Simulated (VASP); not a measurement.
# A VASP study of ScAl3 (PBEsol + D3(BJ)): structure first, properties next

What structure and properties does PBEsol + D3(BJ) give ScAl3, and how near are they to the measured ones? The steps: full relaxation (PBEsol + D3(BJ)), second relaxation, single point with fields (PBEsol + D3(BJ)), band structure (PBEsol + D3(BJ)), density of states (PBEsol + D3(BJ)), field gradients at the nuclei (PBEsol + D3(BJ)), volume scan with PBEsol + D3(BJ) and fit for PBEsol + D3(BJ). The start is a computed cell from the Materials Project.

Main program and level: VASP 6.6.1; PBEsol with D3(BJ); plane waves and PAW (Sc_sv, Al).

**What experiment says.**

For Al3Sc, L12 ordered cubic (bulk crystal, 300 K), “A Combined Experimental and First-Principles Based Assessment of Finite-Temperature Thermodynamic Properties of Intermetallic Al3Sc” (2021, pmc:8067998) quotes earlier work: lattice constant a (a at ambient temperature) 4.103 Å [Literature value at ambient temperature, not corrected to 0 K].

This is a report of a sequence of runs, with most program output left out.

## 1. Set-up

Before any relaxation, the start is as follows. The structure is cubic, space group Pm-3m (No. 221). The conventional cell has a = 4.088 Å, b = 4.088 Å, c = 4.088 Å, α = 90.00°, β = 90.00°, γ = 90.00°. Nearest to Sc lie 12 Al at 2.89 Å. Al has 8 Al at 2.89 Å and 4 Sc at 2.89 Å nearest. Farther neighbours are not listed.

As a file:

```cif
data_structure
_symmetry_space_group_name_H-M 'P 1'
_symmetry_Int_Tables_number 1
_cell_length_a 4.0878
_cell_length_b 4.0878
_cell_length_c 4.0878
_cell_angle_alpha 90.000
_cell_angle_beta 90.000
_cell_angle_gamma 90.000
_cell_volume 68.31
loop_
_atom_site_label
_atom_site_type_symbol
_atom_site_fract_x
_atom_site_fract_y
_atom_site_fract_z
_atom_site_occupancy
Sc1 Sc 0.00000 0.00000 0.00000 1
Al2 Al 0.50000 0.00000 0.50000 1
Al3 Al 0.00000 0.50000 0.50000 1
Al4 Al 0.50000 0.50000 0.00000 1
```

## 2. Full relaxation (PBEsol + D3(BJ))

The start need not lie at this functional's minimum. ISIF = 3 frees volume, shape and positions, and EDIFFG sets the threshold on forces and stress at which the search stops. PBEsol restores the gradient expansion of exchange and is tuned for the cells of solids. A dispersion term adds the long-range attraction that semilocal functionals lack. D3 with Becke-Johnson damping keeps a finite attraction at short range.

The input, INCAR:

```
SYSTEM = ScAl3
PREC = Accurate
ENCUT = 400
EDIFF = 1E-06
NELM = 100
ISMEAR = 1
SIGMA = 0.2
LREAL = .FALSE.
ALGO = Normal
GGA = PS
IVDW = 12
NBANDS = 16
LASPH = .TRUE.
LORBIT = 11
LWAVE = .FALSE.
LCHARG = .FALSE.
KPAR = 4
IBRION = 2
NSW = 60
ISIF = 3
EDIFFG = -0.01
```

The input, POSCAR:

```
ScAl3
1.0
    4.0878065700      0.0000000000      0.0000000000
    0.0000000000      4.0878065700      0.0000000000
    0.0000000000      0.0000000000      4.0878065700
Sc Al
1 3
Direct
    0.0000000000      0.0000000000      0.0000000000
    0.5000000000      0.0000000000      0.5000000000
    0.0000000000      0.5000000000      0.5000000000
    0.5000000000      0.5000000000      0.0000000000
```

The input, KPOINTS:

```
Automatic mesh
0
Gamma
5 5 5
0 0 0
```

Potentials, in the order of the species: Sc_sv and Al (PBE family, release 64).

Launch:

```bash
> mpirun -np 4 vasp_std
```

Run time: 13 s. Hardware: 4 MPI ranks of Intel Xeon Platinum 8559C (Emerald Rapids), shared host; peak memory 0.62 GiB.

The k-mesh is coarse for a metal. The PAW data sets were made with PBE, which is usual practice but a small mismatch for other functionals. Dispersion corrections of this kind ignore metallic screening and tend to overbind metals. The run keeps the 48 symmetry operations of its start, so it cannot find a distortion of lower symmetry.

The steps of the relaxation:

| step | energy less that of the first step (eV) | largest force (eV/Å) | pressure (GPa) | volume (Å³) |
| --- | --- | --- | --- | --- |
| 1 | 0.0000 | 0.0000 | -4.64 | 68.31 |
| 2 | -0.0414 | 0.0000 | 2.29 | 63.54 |
| 3 | -0.0511 | 0.0000 | 0.00 | 64.92 |

| conventional cell, symmetrised | before | after | change |
| --- | --- | --- | --- |
| a (Å) | 4.088 | 4.019 | -1.7 % |
| b (Å) | 4.088 | 4.019 | -1.7 % |
| c (Å) | 4.088 | 4.019 | -1.7 % |
| volume (Å³/atom) | 17.08 | 16.23 | -5.0 % |

Final coordinates:

```xyz
4
Lattice="4.0192 0.0000 0.0000 0.0000 4.0192 0.0000 0.0000 0.0000 4.0192" Properties=species:S:1:pos:R:3 pbc="T T T"
Sc    0.0000    0.0000    0.0000
Al    2.0096    0.0000    2.0096
Al    0.0000    2.0096    2.0096
Al    2.0096    2.0096    0.0000
```

This step gave:

| Quantity | Value |
| --- | --- |
| electrons | 20 |
| bands | 16 |
| irreducible k-points | 10 |
| symmetry operations | 48 |
| free energy (TOTEN) | -22.29 eV |
| energy at zero smearing | -22.29 eV |
| Fermi energy | 7.797 eV |
| pressure | -9.50e-5 GPa |
| metallic | yes |
| SCF cycles over all ionic steps | 29 |

It ends with forces that vanish by symmetry and a pressure of 0.00 GPa.

## 3. Second relaxation

The basis stayed that of the start cell while the cell moved. A rerun from the cell reached resets it; the error of the finite cutoff stays.

INCAR is that of step 2.

The input, POSCAR:

```
ScAl3
1.0
    4.0191528151      0.0000000000      0.0000000000
    0.0000000000      4.0191528151      0.0000000000
    0.0000000000      0.0000000000      4.0191528151
Sc Al
1 3
Direct
    0.0000000000      0.0000000000      0.0000000000
    0.5000000000      0.0000000000      0.5000000000
    0.0000000000      0.5000000000      0.5000000000
    0.5000000000      0.5000000000      0.0000000000
```

KPOINTS is that of step 2.

Launch:

```bash
> mpirun -np 4 vasp_std
```

Wall time 5.6 s (4 MPI ranks); peak memory 0.61 GiB.

Little changed from the start: no atom moved by 0.005 Å and no cell edge by 0.1 %.

This step gave:

```yaml
fermi_energy: 7.798 eV
pressure: -0.01847 GPa
scf_cycles_over_all_ionic_steps: 13
```

It ends with forces that vanish by symmetry and a pressure of -0.02 GPa. The volume moved by under 0.01 %: the run met its threshold at the first step.

## 4. Single point with fields (PBEsol + D3(BJ))

The relaxed cell gets a fresh self-consistent run, on a basis set for its own volume, to fix the density and to check the remaining stress.

Changes to INCAR since step 3:

```diff
@@ -15,7 +15,5 @@
 LWAVE = .FALSE.
-LCHARG = .FALSE.
-KPAR = 4
-IBRION = 2
-NSW = 60
-ISIF = 3
-EDIFFG = -0.01
+LCHARG = .TRUE.
+ISIF = 2
+LELF = .TRUE.
+LVHAR = .TRUE.
```

POSCAR is that of step 3.

KPOINTS is that of step 3.

Launch:

```bash
> mpirun -np 4 vasp_std
```

Run time: 5.6 s. Hardware: 4 MPI ranks; peak memory 0.48 GiB.

Numbers from this step:

* SCF cycles: 13

Valence electrons inside each PAW sphere by angular momentum. Sphere charges, by row:

| atom | s (e) | p (e) | d (e) | tot (e) |
| --- | --- | --- | --- | --- |
| Sc1 | 2.194 | 6.159 | 1.364 | 9.717 |
| Al2 | 0.417 | 0.4 | 0 | 0.818 |
| Al3 | 0.417 | 0.4 | 0 | 0.818 |
| Al4 | 0.417 | 0.4 | 0 | 0.818 |

Valence density in the ac plane at fractional y = 0.000, with atoms of Sc and Al within 0.2 Å of it. It is the smooth field of the valence electrons, not physical close to the nuclei.

Ten steps, logarithmic in the rise over the least value, from '_' (0.01 × 1e0 e/Å³) to '@' (9.38 × 1e0 e/Å³), each cell a mean:
```
@@%%**==::..........::==##@@
%%##++--::::::::::::::--**##
++==--::::::::::::::::::--==
::::::::::::::::::::::::::::
....::::::::::::::::::::::..
....::::::::......::::::::..
..::::::::..____..::::::::..
....::::::..____..::::::::..
....::::::::....::::::::::..
::::::::::::::::::::::::::::
====::::::::::::::::::::--==
##**==::::::::::::::::--++**
@@%%**==::....::....::==##%%
@@@@##==::..........::++%%@@
```
Columns run along a (4.0 Å), rows up along c (4.0 Å). Atoms in or near the plane, at fractional coordinates: Sc at (0.00, 0.00), Al at (0.50, 0.50).

Electrostatic potential energy in the ac plane at fractional y = 0.000, with atoms of Sc and Al within 0.2 Å of it. With pseudopotentials it is smooth inside the atoms' cores, unlike the true potential.

Values in eV, 14 rows by 14 columns, each cell a mean:
```
-30 -28 -20 -12  -3   0   2   2   1  -1  -6 -15 -24 -29
-25 -23 -16  -9  -2   0   1   1   1  -1  -4 -11 -19 -24
-16 -14  -8  -4  -2  -2  -2  -3  -2  -2  -3  -5 -11 -15
 -7  -6  -3  -3  -3  -5  -9 -10  -7  -5  -3  -3  -4  -6
 -1  -1  -1  -2  -8 -17 -36 -41 -29 -14  -5  -2  -1  -1
  1   1   0  -3 -13 -36 -67 -69 -58 -29  -7  -2   1   1
  2   2   0  -4 -18 -51 -74 -74 -69 -41 -10  -3   1   2
  2   2   0  -4 -16 -44 -74 -74 -67 -36  -9  -2   1   2
  0   0  -1  -3  -9 -22 -44 -51 -36 -17  -5  -2   0   0
 -4  -3  -2  -2  -5  -9 -16 -18 -13  -8  -3  -2  -2  -3
-14 -12  -7  -4  -2  -3  -4  -4  -3  -2  -3  -4  -9 -12
-22 -19 -13  -7  -2  -1   0   0   0  -1  -3  -8 -16 -20
-29 -27 -19 -12  -3   0   2   2   1  -1  -6 -14 -23 -28
-32 -29 -22 -14  -4   0   2   2   1  -1  -7 -16 -25 -30
```
Columns run along a (4.0 Å; values clipped at the 3rd and 97th percentile), rows up along c (4.0 Å). Atoms in or near the plane, at fractional coordinates: Sc at (0.00, 0.00), Al at (0.50, 0.50).

ELF in the ac plane at fractional y = 0.000, with atoms of Sc and Al within 0.2 Å of it. It is the smooth field of the valence electrons, not physical close to the nuclei.

Ten even steps from '0' (0.01) to '9' (0.86), each cell a mean:
```
99730245311489
88521356531278
44213577652124
11135677664211
12456533456531
34676310146653
45676200037765
44676200137754
22466422356532
01246666665310
32114677753123
77412466641257
99721245421489
99730244311489
```
Columns run along a (4.0 Å), rows up along c (4.0 Å). Atoms in or near the plane, at fractional coordinates: Sc at (0.00, 0.00), Al at (0.50, 0.50).

In this run the pressure is -0.02 GPa, small enough to go on.

## 5. Band structure (PBEsol + D3(BJ))

Levels along the symmetry lines show where the bands peak and cross; KPOINTS_OPT computes them in the converged potential.

The input, INCAR:

```
SYSTEM = ScAl3
PREC = Accurate
ENCUT = 400
EDIFF = 1E-06
NELM = 100
ISMEAR = 1
SIGMA = 0.2
LREAL = .FALSE.
ALGO = Normal
GGA = PS
IVDW = 12
NBANDS = 24
LASPH = .TRUE.
LORBIT = 11
LWAVE = .FALSE.
LCHARG = .FALSE.
KPAR = 4
```

POSCAR is that of step 4.

KPOINTS is that of step 4.

The input, KPOINTS_OPT:

```
Line mode
16
Line-mode
Reciprocal
  0.00000000   0.00000000   0.00000000 GAMMA
  0.00000000   0.50000000   0.00000000 X

  0.00000000   0.50000000   0.00000000 X
  0.50000000   0.50000000   0.00000000 M

  0.50000000   0.50000000   0.00000000 M
  0.00000000   0.00000000   0.00000000 GAMMA

  0.00000000   0.00000000   0.00000000 GAMMA
  0.50000000   0.50000000   0.50000000 R

  0.50000000   0.50000000   0.50000000 R
  0.00000000   0.50000000   0.00000000 X

  0.50000000   0.50000000   0.00000000 M
  0.50000000   0.50000000   0.50000000 R
```

Launch:

```bash
> mpirun -np 4 vasp_std
```

The job ended after 19 s (4 MPI ranks; peak memory 0.66 GiB).

This step gave:

```
bands    : 24
pressure : -0.02933 GPa
```

Electronic bands along the path, in eV, zero at the Fermi level; # counts the bands kept:

| point | #3 | #4 | #5 | #6 | #7 | #8 | #9 | #10 |
| --- | --- | --- | --- | --- | --- | --- | --- | --- |
| Γ | -2.83 | -1.95 | -1.95 | -1.95 | 1.10 | 1.17 | 1.17 | 1.17 |
| 0.47 of the way | -2.46 | -1.93 | -1.93 | -0.61 | 1.00 | 1.00 | 1.33 | 2.59 |
| X | -1.93 | -1.93 | -1.74 | 0.95 | 0.95 | 1.05 | 1.23 | 1.54 |
| 0.47 of the way | -3.84 | -2.71 | -1.54 | -0.15 | 0.87 | 1.25 | 2.25 | 2.73 |
| M | -5.82 | -4.63 | -0.72 | -0.72 | 1.11 | 1.29 | 2.02 | 2.47 |
| 0.47 of the way | -4.96 | -1.90 | -1.65 | -0.05 | 0.02 | 1.16 | 2.65 | 2.70 |
| Γ | -2.83 | -1.95 | -1.95 | -1.95 | 1.10 | 1.17 | 1.17 | 1.17 |
| 0.53 of the way | -4.68 | -4.05 | -1.62 | -1.62 | 0.51 | 2.06 | 2.06 | 2.14 |
| R | -5.00 | -4.76 | -3.13 | -3.13 | -3.13 | 0.90 | 2.58 | 2.58 |
| 0.47 of the way | -4.09 | -3.18 | -2.73 | -2.24 | -0.40 | 2.18 | 2.50 | 2.67 |
| X | -1.93 | -1.93 | -1.74 | 0.95 | 0.95 | 1.05 | 1.23 | 1.54 |
| jump to M | -5.82 | -4.63 | -0.72 | -0.72 | 1.11 | 1.29 | 2.02 | 2.47 |
| 0.47 of the way | -5.55 | -4.09 | -2.02 | -1.87 | -1.87 | 1.95 | 2.52 | 3.48 |
| R | -5.00 | -4.76 | -3.13 | -3.13 | -3.13 | 0.90 | 2.58 | 2.58 |

Of the projections kept (Sc, Al), the largest for each band there; the rest of the weight can lie on other orbitals:

| point | #3 | #4 | #5 | #6 | #7 | #8 | #9 | #10 |
| --- | --- | --- | --- | --- | --- | --- | --- | --- |
| Γ | Sc 0.58 | Al 0.81 | Al 0.81 | Al 0.81 | Sc 0.94 | Sc 1.00 | Sc 1.00 | Sc 1.00 |
| X | Sc 0.59 | Sc 0.59 | Sc 0.81 | Al 0.67 | Al 0.67 | Al 1.00 | Al 0.58 | Sc 1.00 |
| M | Al 0.82 | Sc 0.55 | Sc 0.77 | Sc 0.77 | Al 1.00 | Sc 0.74 | Sc 1.00 | Sc 0.98 |
| Γ | Sc 0.58 | Al 0.81 | Al 0.81 | Al 0.81 | Sc 0.94 | Sc 1.00 | Sc 1.00 | Sc 1.00 |
| R | Al 0.70 | Al 1.00 | Al 0.65 | Al 0.65 | Al 0.65 | Sc 1.00 | Sc 1.00 | Sc 1.00 |
| X | Sc 0.59 | Sc 0.59 | Sc 0.81 | Al 0.67 | Al 0.67 | Al 1.00 | Al 0.58 | Sc 1.00 |

There is no gap at this level.

Of the bands kept, 2 cross the Fermi level on this path.

## 6. Density of states (PBEsol + D3(BJ))

Here the states are counted by energy and projected on the atoms. The mesh is finer than in the run before.

Changes to INCAR since step 5:

```diff
@@ -5,3 +5,3 @@
 NELM = 100
-ISMEAR = 1
+ISMEAR = -5
 SIGMA = 0.2
@@ -17 +17,2 @@
 KPAR = 4
+NEDOS = 2001
```

POSCAR is that of step 5.

The input, KPOINTS:

```
Automatic mesh
0
Gamma
7 7 7
0 0 0
```

Launch:

```bash
> mpirun -np 4 vasp_std
```

It took 8.8 s on 4 MPI ranks; peak memory 0.64 GiB; 31 s of CPU time.

With tetrahedra the forces and stress of a metal are not exact derivatives of the energy.

Numbers from this step:

```yaml
scf_cycles: 15
irreducible_k_points: 20
free_energy_toten: -22.28 eV
fermi_energy: 7.606 eV
pressure: 0.04026 GPa
dos_at_the_fermi_level: 1.393 states/eV/cell
```

The density of states has structure finer than the step of the table below, so its rows give means over 0.5 eV, whole bins alone (the curve runs from -12.0 to 5.34 eV). Peaks (eV: height): total -1.71: 3.84, 2.32: 4.99, 2.72: 4.62, 3.86: 5.18; Sc d 2.32: 2.58, 2.72: 2.61, 3.86: 1.72, 4.33: 1.88; Al p -2.65: 0.331, -1.71: 0.586, 3.86: 0.376, 4.94: 0.296; Al s -5.54: 0.314, 2.32: 0.268, 3.93: 0.409, 5.00: 0.241; Sc p -2.78: 0.0785, 2.86: 0.164, 3.86: 0.176, 5.00: 0.133.

States under -12.0 eV and over 5.3 eV are left out. The density of states by energy, zero at the Fermi level; means over each step; values in states/eV/cell:

| energy (eV) | total | Sc d | Al p | Al s | Sc p | Sc s |
| --- | --- | --- | --- | --- | --- | --- |
| -10.5 | 0 | 0 | 0 | 0 | 0 | 0 |
| -10.0 | 0.139 | 0 | 9.3e-4 | 0.0339 | 7.0e-4 | 0.00743 |
| -9.5 | 0.356 | 3.0e-4 | 0.00479 | 0.0850 | 0.00351 | 0.0168 |
| -9.0 | 0.508 | 0.00144 | 0.0111 | 0.118 | 0.00798 | 0.0189 |
| -8.5 | 0.810 | 0.00425 | 0.0237 | 0.185 | 0.0168 | 0.0215 |
| -8.0 | 0.828 | 0.00898 | 0.0313 | 0.183 | 0.0181 | 0.0157 |
| -7.5 | 0.672 | 0.0134 | 0.0326 | 0.142 | 0.0133 | 0.00794 |
| -7.0 | 0.619 | 0.0152 | 0.0359 | 0.120 | 0.0103 | 0.0141 |
| -6.5 | 0.714 | 0.0163 | 0.0454 | 0.128 | 0.0139 | 0.0277 |
| -6.0 | 1.02 | 0.0262 | 0.0670 | 0.181 | 0.0252 | 0.0365 |
| -5.5 | 1.38 | 0.0432 | 0.0845 | 0.261 | 0.0437 | 0.0317 |
| -5.0 | 1.38 | 0.0720 | 0.0789 | 0.273 | 0.0404 | 0.0157 |
| -4.5 | 1.20 | 0.0815 | 0.0887 | 0.206 | 0.0281 | 0.0148 |
| -4.0 | 0.968 | 0.0783 | 0.0908 | 0.130 | 0.0208 | 0.0163 |
| -3.5 | 1.57 | 0.133 | 0.188 | 0.129 | 0.0378 | 0.0434 |
| -3.0 | 1.53 | 0.149 | 0.203 | 0.0888 | 0.0438 | 0.0308 |
| -2.5 | 1.89 | 0.226 | 0.278 | 0.0599 | 0.0583 | 0.0243 |
| -2.0 | 2.32 | 0.363 | 0.351 | 0.0499 | 0.0593 | 0.0169 |
| -1.5 | 2.72 | 0.599 | 0.376 | 0.0490 | 0.0389 | 0.0136 |
| -1.0 | 1.21 | 0.305 | 0.153 | 0.0278 | 0.0155 | 0.00954 |
| -0.5 | 1.37 | 0.405 | 0.159 | 0.0291 | 0.0145 | 0.0119 |
| 0.0 | 1.35 | 0.386 | 0.141 | 0.0399 | 0.0141 | 0.0183 |
| 0.5 | 1.07 | 0.304 | 0.0975 | 0.0438 | 0.0116 | 0.0183 |
| 1.0 | 2.89 | 0.931 | 0.243 | 0.0954 | 0.0490 | 0.0414 |
| 1.5 | 1.85 | 0.560 | 0.154 | 0.0544 | 0.0481 | 0.0415 |
| 2.0 | 2.98 | 1.31 | 0.112 | 0.0919 | 0.0489 | 0.166 |
| 2.5 | 3.72 | 2.05 | 0.148 | 0.112 | 0.0621 | 0.0562 |
| 3.0 | 3.50 | 1.52 | 0.171 | 0.134 | 0.125 | 0.0533 |
| 3.5 | 1.66 | 0.582 | 0.105 | 0.170 | 0.0418 | 0.00546 |
| 4.0 | 3.71 | 1.46 | 0.233 | 0.306 | 0.0953 | 0.00582 |
| 4.5 | 2.42 | 0.961 | 0.179 | 0.157 | 0.0606 | 0.0152 |
| 5.0 | 2.73 | 0.796 | 0.265 | 0.214 | 0.117 | 0.0344 |

The finer mesh and the other smearing move the Fermi level by -0.19 eV from the 5×5×5 run, one measure of the sampling error in the zero of the bands above. Of the states within 0.3 eV of the Fermi level, the largest shares in the PAW spheres are Sc d 29 % and Al p 11 %. The rest lies in smaller channels or between the spheres.

## 7. Field gradients at the nuclei (PBEsol + D3(BJ))

Field gradients probe how far the charge around each nucleus departs from cubic symmetry; LASPH keeps the non-spherical terms inside the spheres.

The input, INCAR:

```
SYSTEM = ScAl3
PREC = Accurate
ENCUT = 400
EDIFF = 1E-07
NELM = 100
ISMEAR = 1
SIGMA = 0.2
LREAL = .FALSE.
ALGO = Normal
GGA = PS
IVDW = 12
NBANDS = 16
LASPH = .TRUE.
LORBIT = 11
LWAVE = .FALSE.
LCHARG = .FALSE.
KPAR = 4
LEFG = .TRUE.
```

POSCAR is that of step 6.

The input, KPOINTS:

```
Automatic mesh
0
Gamma
5 5 5
0 0 0
```

Launch:

```bash
> mpirun -np 4 vasp_std
```

It took 6.2 s on 4 MPI ranks; peak memory 0.61 GiB.

This step gave:

* SCF cycles: 14
* bands: 16
* irreducible k-points: 10
* free energy (TOTEN): -22.29 eV
* Fermi energy: 7.797 eV
* pressure: -0.01020 GPa

Electric field gradients, by row:

| atom | Vxx (V/Å²) | Vyy (V/Å²) | Vzz (V/Å²) | asymmetry |
| --- | --- | --- | --- | --- |
| Sc1 | 0 | 0 | 0 | - |
| Al2 | -8.705 | -8.705 | 17.41 | 0 |
| Al3 | -8.705 | -8.705 | 17.41 | 0 |
| Al4 | -8.705 | -8.705 | 17.41 | 0 |

The largest gradient, 17.41 V/Å², sits on Al2 and like sites; times the quadrupole moment of a nucleus that has one, it gives the coupling that NMR and NQR see.

## 8. Volume scan with PBEsol + D3(BJ)

An equation of state needs energies on both sides of the minimum, all on one mesh and cutoff.

Changes to INCAR since step 7:

```diff
@@ -3,3 +3,3 @@
 ENCUT = 400
-EDIFF = 1E-07
+EDIFF = 1E-06
 NELM = 100
@@ -17,2 +17,2 @@
 KPAR = 4
-LEFG = .TRUE.
+ISIF = 2
```

The input, POSCAR:

```
ScAl3
1.0
    3.9371062665      0.0000000000      0.0000000000
    0.0000000000      3.9371062665      0.0000000000
    0.0000000000      0.0000000000      3.9371062665
Sc Al
1 3
Direct
    0.0000000000      0.0000000000      0.0000000000
    0.5000000000      0.0000000000      0.5000000000
    0.0000000000      0.5000000000      0.5000000000
    0.5000000000      0.5000000000      0.0000000000
```

KPOINTS is that of step 7.

Launch:

```bash
> mpirun -np 4 vasp_std
```

Wall time 5.8 s (4 MPI ranks); peak memory 0.6 GiB.

The scan keeps the cell's shape and the fractional positions fixed.

Numbers from this step:

- SCF cycles: 13
- free energy (TOTEN): -22.21 eV
- energy at zero smearing: -22.20 eV
- Fermi energy: 8.384 eV
- pressure: 7.034 GPa

The pressure here is 7.03 GPa.

## 9. Volume scan with PBEsol + D3(BJ) (run 2)

INCAR is that of step 8.

The input, POSCAR:

```
ScAl3
1.0
    3.9648332805      0.0000000000      0.0000000000
    0.0000000000      3.9648332805      0.0000000000
    0.0000000000      0.0000000000      3.9648332805
Sc Al
1 3
Direct
    0.0000000000      0.0000000000      0.0000000000
    0.5000000000      0.0000000000      0.5000000000
    0.0000000000      0.5000000000      0.5000000000
    0.5000000000      0.5000000000      0.0000000000
```

KPOINTS is that of step 8.

Launch:

```bash
> mpirun -np 4 vasp_std
```

It took 5.6 s on 4 MPI ranks; peak memory 0.61 GiB; 18 s of CPU time.

Numbers from this step:

```
free energy (TOTEN)     : -22.25 eV
energy at zero smearing : -22.25 eV
Fermi energy            : 8.182 eV
pressure                : 4.446 GPa
```

The pressure falls from 7.03 to 4.45 GPa.

The run ends at a pressure of 4.45 GPa.

[end of part 1 of 2]

[Lines on the potential files, build, host, timing and source positions are cut from VASP's logs without a mark.]

[Logs are printed without paths, hosts, clocks, repeated set-up lines and the standing remarks that a program may print on its own settings, such as how far it seeks lower states.]

[Hosts, paths, dates, database ids (printed as entryN), source tags and the programs' standing remarks are cut or masked in the printed files.]

[A measured line is paired with the nearest computed mode of its activity, which favours agreement.]
